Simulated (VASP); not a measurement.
Data:

```xyz
8
Lattice="0.0000 3.1548 3.1548 3.1548 0.0000 3.1548 12.6178 12.6178 0.0012" Properties=species:S:1:pos:R:3 pbc="T T T"
In    12.4940    12.4940     0.1251
In     3.1492     3.1492     0.0056
In     9.5853     9.5853     6.1886
In    12.6214    12.6214     6.3072
Sb     1.5278     1.5278     1.6269
Sb     4.7994     4.7994     1.5102
As     7.9387     7.9387     1.5256
As    10.9743    10.9743     1.6448
```

Calculation: PBEsol GGA, VASP's PBE PAW potentials (set 64) (plane waves; VASP 6.6.1). Settings: 400 eV cut-off, Gaussian smearing of 0.050 eV, potentials In_d Sb As.

**Question.** Give the energies of bands 28 to 41 at the high-symmetry points, in eV from the Fermi level.

**Answer.** 
| band | Γ | T | H2 | L | S0 | F |
|---|---|---|---|---|---|---|
| 28 | -1.43 | -2.08 | -5.68 | -5.60 | -5.68 | -5.54 |
| 29 | -1.43 | -1.42 | -3.51 | -2.78 | -3.51 | -2.87 |
| 30 | -0.97 | -1.42 | -3.41 | -2.75 | -3.41 | -2.86 |
| 31 | -0.97 | -1.01 | -3.22 | -2.56 | -3.24 | -2.59 |
| 32 | -0.86 | -1.01 | -3.08 | -2.14 | -3.07 | -2.43 |
| 33 | -0.50 | -0.42 | -2.18 | -2.09 | -2.21 | -1.99 |
| 34 | -0.50 | -0.41 | -2.10 | -2.03 | -2.05 | -1.75 |
| 35 | -0.27 | -0.02 | -1.96 | -1.52 | -2.01 | -1.19 |
| 36 | -0.01 | -0.02 | -1.85 | -1.17 | -1.82 | -1.06 |
| 37 | 0.04 | -0.01 | 1.84 | 1.12 | 1.73 | 0.38 |
| 38 | 0.04 | 0.19 | 1.87 | 1.19 | 2.12 | 1.06 |
| 39 | 1.05 | 1.16 | 2.39 | 1.50 | 2.14 | 1.35 |
| 40 | 1.23 | 1.25 | 2.60 | 1.64 | 2.72 | 1.74 |
| 41 | 3.14 | 3.04 | 3.68 | 1.98 | 3.53 | 1.85 |

It has no gap at this level: it comes out as a metal or semimetal.

The structure was generated: In4As2Sb2 was put into an ordered model structure (R3m), which need not be its known phase. It was relaxed first.
